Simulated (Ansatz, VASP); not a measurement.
## PN: VASP beside Ansatz

Wanted: the spread between two codes on one cell, functional and k mesh. The cell is generated by rule, not measured, and may not be a known phase. The cell is taken from a series of runs on this material, whose earlier steps may have relaxed, scaled, displaced or heated it; both programs get it as it stands.

Method: plane waves, with VASP 6.6.1 beside it; zone-centre phonons at LDA, zone-centre phonons at PBE with D4 and zone-centre phonons at PBEsol, in Ansatz 0.2.0.

## 1. The structure

Symmetry: Fm-3m, No. 225, cubic system. The conventional cell has a = 4.285 Å, b = 4.285 Å, c = 4.285 Å, α = 90.00°, β = 90.00°, γ = 90.00°. Nearest to P lie 6 N at 2.14 Å. Nearest to N lie 6 P at 2.14 Å. Farther neighbours and most contacts between anions are not listed.

As a file:

```xyz
2
Lattice="1.5149 0.8747 2.4739 -1.5149 0.8747 2.4739 0.0000 -1.7493 2.4739" Properties=species:S:1:pos:R:3 pbc="T T T"
P     0.0000    0.0000    3.7108
N     0.0000    0.0000    0.0000
```

## 2. VASP: zone-centre phonons, LDA

Second derivatives magnify differences that forces hide, and they need a tight electronic threshold.

Lines of VASP's logs that name or quote its potential files are left out, and so is its time.

INCAR

```
SYSTEM = PN
PREC = Accurate
ENCUT = 600
EDIFF = 1E-08
NELM = 120
ISMEAR = 0
SIGMA = 0.02
LREAL = .FALSE.
ALGO = Normal
GGA = CA
NBANDS = 11
LORBIT = 11
LWAVE = .FALSE.
LCHARG = .FALSE.
ISIF = 2
IBRION = 8
LASPH = .TRUE.
GGA_COMPAT = .FALSE.
EFERMI = MIDGAP
KPAR = 2
```

POSCAR

```
PN
1.0
    1.5149456093      0.8746542553      2.4738998711
   -1.5149456093      0.8746542553      2.4738998711
    0.0000000000     -1.7493085107      2.4738998711
P N
1 1
Direct
    0.5000000000      0.5000000000      0.5000000000
    0.0000000000      0.0000000000      0.0000000000
```

KPOINTS

```
Automatic mesh
0
Gamma
12 12 12
0 0 0
```

The projector-augmented-wave data sets are P and N (LDA family, release 64).

Command:

```
$ mpirun -np 2 vasp_std
```

Numbers of over 12 decimals in the logs are rounded to 6 here.

The log of the run:

```text
[banner, memory and clock lines left out]
running    2 mpi-ranks, on    1 nodes
 distrk:  each k-point on    1 cores,    2 groups
 distr:  one band on    1 cores,    1 groups

 POSCAR found type information on POSCAR P N
 POSCAR found :  2 types and       2 ions
 LDA part: xc-table for (Slater(with rela. corr.)+CA(PZ))
 , standard interpolation
 POSCAR, INCAR and KPOINTS ok, starting setup
 FFT: planning ... GRIDC
 FFT: planning ... GRID_SOFT
 FFT: planning ... GRID
 WAVECAR not read
 entering main loop
       N       E                     dE             d eps       ncg     rms          rms(c)
DAV:   1     0.158742995311E+02    0.15874E+02   -0.55339E+03  1584   0.951E+02
DAV:   2    -0.132627047163E+02   -0.29137E+02   -0.27572E+02  2093   0.137E+02
DAV:   3    -0.142104415428E+02   -0.94774E+00   -0.93963E+00  1959   0.215E+01
DAV:   4    -0.142139963279E+02   -0.35548E-02   -0.35541E-02  1786   0.152E+00
DAV:   5    -0.142140130388E+02   -0.16711E-04   -0.16711E-04  1854   0.101E-01    0.929E+00
DAV:   6    -0.133688049647E+02    0.84521E+00   -0.89078E+00  1716   0.149E+01    0.471E+00
DAV:   7    -0.133166704191E+02    0.52135E-01   -0.48865E-01  1758   0.438E+00    0.347E+00
DAV:   8    -0.133117624456E+02    0.49080E-02   -0.44940E-02  1740   0.182E+00    0.659E-01
DAV:   9    -0.133094166864E+02    0.23458E-02   -0.12165E-02  1803   0.628E-01    0.103E-01
DAV:  10    -0.133094096688E+02    0.70176E-05   -0.21269E-04  1743   0.131E-01    0.163E-02
DAV:  11    -0.133094095355E+02    0.13336E-06   -0.17479E-06  1847   0.111E-02    0.316E-03
DAV:  12    -0.133094095568E+02   -0.21323E-07   -0.27338E-08  1847   0.148E-03    0.559E-04
DAV:  13    -0.133094095580E+02   -0.11639E-08   -0.15100E-09   996   0.263E-04
   1 F= -.13309410E+02 E0= -.13309410E+02  d E =-.617516E-18
 Linear response reoptimize wavefunctions to high precision
DAV:   1    -0.133094095580E+02   -0.39392E-10   -0.11433E-10  1068   0.937E-05
 Linear response DOF=           2
 Linear response progress:
  Degree of freedom:   1/  2
       N       E                     dE             d eps       ncg     rms          rms(c)
RMM:   1    -0.344673990453E-01   -0.34467E-01    0.39412E-03 15017   0.129E+00
RMM:   2    -0.342444414886E-01    0.22296E-03   -0.81470E-04  9581   0.217E-01    0.170E-01
RMM:   3    -0.335384623862E-01    0.70598E-03   -0.95312E-05  9851   0.560E-02    0.928E-02
RMM:   4    -0.332236252977E-01    0.31484E-03   -0.40309E-05  9960   0.375E-02    0.243E-02
RMM:   5    -0.332711798001E-01   -0.47555E-04    0.19178E-05 10226   0.970E-03    0.116E-03
RMM:   6    -0.332753195929E-01   -0.41398E-05    0.38950E-06 10254   0.128E-03    0.534E-04
RMM:   7    -0.332769315035E-01   -0.16119E-05   -0.93431E-08 10441   0.438E-04    0.133E-04
RMM:   8    -0.332764253189E-01    0.50618E-06    0.25192E-07 10698   0.816E-05    0.177E-05
RMM:   9    -0.332765256185E-01   -0.10030E-06    0.19106E-07 10930   0.307E-05    0.199E-06
RMM:  10    -0.332765317772E-01   -0.61587E-08    0.19046E-07 11843   0.146E-05    0.123E-06
RMM:  11    -0.332765328125E-01   -0.10353E-08    0.21466E-07 10420   0.123E-05    0.150E-07
RMM:  12    -0.332765326000E-01    0.21250E-09    0.17946E-07  8990   0.120E-05    0.738E-08
 first order change of Fermi-energy  -0.16933E-03
 force on displaced ion       1 direction 1 :  10.924  -0.000  -0.000
 Linear response progress:
  Degree of freedom:   2/  2
       N       E                     dE             d eps       ncg     rms          rms(c)
RMM:   1    -0.216995731066E+00   -0.21700E+00    0.16475E-01 12578   0.322E+00
RMM:   2    -0.218928782116E+00   -0.19331E-02   -0.37886E-03  9708   0.494E-01    0.186E-01
RMM:   3    -0.219457292833E+00   -0.52851E-03   -0.12123E-04  9963   0.785E-02    0.109E-01
RMM:   4    -0.220459255338E+00   -0.10020E-02   -0.10252E-04  9892   0.720E-02    0.139E-02
RMM:   5    -0.220445903488E+00    0.13352E-04    0.42486E-06 10262   0.107E-02    0.143E-03
RMM:   6    -0.220435269630E+00    0.10634E-04   -0.35538E-06 10489   0.118E-03    0.718E-04
RMM:   7    -0.220433948978E+00    0.13207E-05    0.32167E-07 10614   0.268E-04    0.348E-05
RMM:   8    -0.220433695022E+00    0.25396E-06    0.24140E-08 11008   0.585E-05    0.906E-06
RMM:   9    -0.220433641471E+00    0.53552E-07    0.21703E-07 11700   0.262E-05    0.554E-06
RMM:  10    -0.220433641616E+00   -0.14554E-09    0.19133E-07 11836   0.200E-05    0.191E-07
RMM:  11    -0.220433643741E+00   -0.21254E-08    0.18207E-07 10085   0.182E-05    0.112E-07
RMM:  12    -0.220433644695E+00   -0.95348E-09    0.19142E-07  9231   0.180E-05    0.394E-08
 first order change of Fermi-energy   0.21606E-03
 force on displaced ion       2 direction 1 :  10.928  -0.000  -0.000
 Linear response finished
```

Parts of OUTCAR (step 2):

```text
ion  position               nearest neighbor table
   1  0.500  0.500  0.500-   2 2.14   2 2.14   2 2.14   2 2.14   2 2.14   2 2.14
   2  0.000  0.000  0.000-   1 2.14   1 2.14   1 2.14   1 2.14   1 2.14   1 2.14

  LATTYP: Found a face centered cubic cell.
 ALAT       =     4.2849179310

 Subroutine GETGRP returns: Found 48 space group operations
 (whereof 48 operations were pure point group operations)

The static configuration has the point symmetry O_h .

 Found     72 irreducible k-points:

   k-points           NKPTS =     72   k-points in BZ     NKDIM =     72   number of bands    NBANDS=     11

   dimension x,y,z NGX =    24 NGY =   24 NGZ =   24
   dimension x,y,z NGXF=    48 NGYF=   48 NGZF=   48

   ENCUT  =  600.0 eV  44.10 Ry    6.64 a.u.   6.05  6.05  6.05*2*pi/ulx,y,z

   NELECT =      10.0000    total number of electrons

 k-points in reciprocal lattice and weights: Automatic mesh
   0.00000000  0.00000000  0.00000000       0.001
   0.08333333 -0.00000000  0.00000000       0.005
   0.16666667 -0.00000000  0.00000000       0.005
   0.25000000 -0.00000000  0.00000000       0.005
   0.33333333  0.00000000 -0.00000000       0.005
   0.41666667 -0.00000000  0.00000000       0.005
   0.50000000 -0.00000000  0.00000000       0.002
   0.08333333  0.08333333  0.00000000       0.003
   0.16666667  0.08333333  0.00000000       0.014
[...]
-0.33333333  0.50000000  0.16666667       0.007
  -0.25000000  0.50000000  0.25000000       0.003

 average (electrostatic) potential at core
       1 -81.0389       2 -59.3972

  Total       -0.0085982     -0.0085982     -0.0085982      0.0000000      0.0000000     -0.0000000
  in kB       -0.7004092     -0.7004092     -0.7004115      0.0000000      0.0000000     -0.0000000
  external PRESSURE =      -0.7004100 kB  Pullay stress =       0.0000000 kB

  energy-cutoff  :      600.00
  volume of cell :       19.67
      direct lattice vectors                 reciprocal lattice vectors
     1.514945609  0.874654255  2.473899871     0.330044852  0.190551484  0.134740026
    -1.514945609  0.874654255  2.473899871    -0.330044852  0.190551484  0.134740026
     0.000000000 -1.749308511  2.473899871     0.000000000 -0.381102969  0.134740026

 POSITION                                       TOTAL-FORCE (eV/Angst)
 -----------------------------------------------------------------------------------
      0.00000     -0.00000      3.71085        -0.000000     -0.000000      0.000000
      0.00000      0.00000      0.00000         0.000000      0.000000     -0.000000
 -----------------------------------------------------------------------------------
    total drift:                               -0.000000     -0.000000     -0.000000

 Eigenvectors and eigenvalues of the dynamical matrix
 ----------------------------------------------------

   1 f  =    0.001428 THz     0.008972 2PiTHz    0.047629 cm-1     0.005905 meV
             X         Y         Z           dx          dy          dz
      0.000000 -0.000000  3.710850     0.000004    0.001491    0.829922
      0.000000  0.000000  0.000000     0.000002    0.001002    0.557876

   2 f  =    0.001428 THz     0.008972 2PiTHz    0.047629 cm-1     0.005905 meV
             X         Y         Z           dx          dy          dz
      0.000000 -0.000000  3.710850     0.257352    0.789013   -0.001419
      0.000000  0.000000  0.000000     0.172993    0.530377   -0.000954

   3 f  =    0.001428 THz     0.008972 2PiTHz    0.047629 cm-1     0.005905 meV
             X         Y         Z           dx          dy          dz
      0.000000 -0.000000  3.710850    -0.789014    0.257351   -0.000459
      0.000000  0.000000  0.000000    -0.530378    0.172992   -0.000309

   4 f/i=   16.641925 THz   104.564298 2PiTHz  555.114862 cm-1    68.825440 meV
             X         Y         Z           dx          dy          dz
      0.000000 -0.000000  3.710850    -0.000008    0.557877    0.000002
      0.000000  0.000000  0.000000     0.000012   -0.829924   -0.000003

   5 f/i=   16.641925 THz   104.564298 2PiTHz  555.114862 cm-1    68.825440 meV
             X         Y         Z           dx          dy          dz
      0.000000 -0.000000  3.710850     0.557877    0.000008    0.000000
      0.000000  0.000000  0.000000    -0.829924   -0.000012   -0.000000

   6 f/i=   16.641952 THz   104.564469 2PiTHz  555.115770 cm-1    68.825553 meV
             X         Y         Z           dx          dy          dz
      0.000000 -0.000000  3.710850     0.000000    0.000002   -0.557877
      0.000000  0.000000  0.000000    -0.000000   -0.000003    0.829924

 ELASTIC MODULI CONTR FROM IONIC RELAXATION (kBar)
 Direction    XX          YY          ZZ          XY          YZ          ZX
 --------------------------------------------------------------------------------
 XX           0.0000      0.0000      0.0000      0.0000      0.0000      0.0000
 YY           0.0000      0.0000      0.0000      0.0000      0.0000      0.0000
 ZZ           0.0000      0.0000      0.0000      0.0000      0.0000      0.0000
 XY           0.0000      0.0000      0.0000      0.0000      0.0000      0.0000
 YZ           0.0000      0.0000      0.0000      0.0000      0.0000      0.0000
 ZX           0.0000      0.0000      0.0000      0.0000      0.0000      0.0000
 --------------------------------------------------------------------------------
```

(Part 1 of 3 ends here.)

[Lines on the potential files, build, host, timing and source positions are cut from VASP's logs without a mark.]

[Logs are printed without paths, hosts, clocks, repeated set-up lines and the standing remarks that a program may print on its own settings, such as how far it seeks lower states.]

[Hosts, paths, dates, database ids (printed as entryN), source tags and the programs' standing remarks are cut or masked in the printed files.]
